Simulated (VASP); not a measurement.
Runs of VASP 6.6.1 on NaF. It takes space group Fm-3m (No. 225, cubic). The conventional cell has a = 4.624 Å, b = 4.624 Å, c = 4.624 Å, α = 90.00°, β = 90.00°, γ = 90.00°. Around Na (site symmetry m-3m) lie 6 F at 2.31 Å. F (site symmetry m-3m) has 6 Na at 2.31 Å as nearest neighbours. 

```tsv
level	potentials or basis	k mesh	cutoff (eV)	smearing	gap on the mesh (eV)	pressure (GPa)
PBEsol	VASP PAW PBE potentials, release 64 (Na_pv, F)	8 × 8 × 8	520	gaussian 0.5 eV	6.19	0.1
PBEsol	VASP PAW PBE potentials, release 64 (Na_pv, F)	14 × 14 × 14	520	gaussian 0.02 eV	6.19	0.1
r2SCAN	VASP PAW PBE potentials, release 64 (Na_pv, F)	8 × 8 × 8	520	gaussian 0.02 eV	(a)	-1.7
PBEsol	VASP PAW PBE potentials, release 64 (Na_pv, F_h)	8 × 8 × 8	900	gaussian 0.02 eV	6.20	-0.4
PBEsol	VASP PAW PBE potentials, release 64 (Na_pv, F)	8 × 8 × 8	700	gaussian 0.02 eV	6.20	0.0
```

Alike in all rows: task single point; no spin polarisation; cell as given.

Task: Estimate the missing entries.

Result: (a) 7.21.

Caveats: the PAW data sets were made with another functional, which shifts forces and pressure a little; the cutoff is under 1.25 times the usual one of these potentials, so pressure, stress and relaxed cells hold a basis-set (Pulay) error (some runs).

A k mesh can miss the band edges.

Not every run made on this cell is shown here.
